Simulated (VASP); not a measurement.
VASP input:

### KPOINTS
```
Automatic mesh
0
Gamma
8 8 8
```

**INCAR**
```
SYSTEM = CdS
PREC = Accurate
ENCUT = 520
EDIFF = 1E-7
NELM = 100
ALGO = Normal
LREAL = .FALSE.
LASPH = .TRUE.
ISMEAR = 0
SIGMA = 0.05
METAGGA = R2SCAN
LUSE_VDW = .TRUE.
BPARAM = 11.95
CPARAM = 0.0093
LMIXTAU = .TRUE.
LMAXMIX = 4
LWAVE = .FALSE.
LCHARG = .FALSE.
ISIF = 2
```

POSCAR:
```
CdS
1
    0.0000000000     2.9016391207     2.9016391207
    2.9016391207     0.0000000000     2.9016391207
    2.9016391207     2.9016391207     0.0000000000
Cd S
1 1
Direct
  0.0000000000   0.0000000000   0.0000000000
  0.2500000000   0.2500000000   0.2500000000
```

POTCAR, in this order: Cd S (PBE.64 set). Program: vasp_std.

Task: Translate this r2SCAN+rVV10 calculation to Ansatz.

Result: One equivalent input (not run):
Ansatz 0.2 input:
```yaml
crystal:
  lattice:
    - [0.0000000, 2.9016391, 2.9016391]
    - [2.9016391, 0.0000000, 2.9016391]
    - [2.9016391, 2.9016391, 0.0000000]
  atoms:
    - { symbol: Cd, position: [0.0000000, 0.0000000, 0.0000000] }
    - { symbol: S, position: [0.2500000, 0.2500000, 0.2500000] }
kpoints:
  mp_grid: { grid: [8, 8, 8] }
hamiltonian:
  xc: r2scan
  dispersion: rvv10
  pseudopotentials: { kind: paw }
scf:
  occupations: { method: gaussian, width: 0.05 }
  max_iter: 100
output: { forces: true, stress: true, eigenvalues: true }
```
The two are equivalent in intent, not identical: each code has its own PAW files, so the cut-off isn't converted (ENCUT is set for VASP's; basis.ecutwfc is left out, and Ansatz then takes the one that its files recommend); Ansatz stops its SCF on the density residual and VASP on the energy change (EDIFF).

The compound is CdS in the zinc blende structure, a metastable form; wurtzite is the usual one. This cell is one point of a volume scan, at 0.97 of the reference volume.
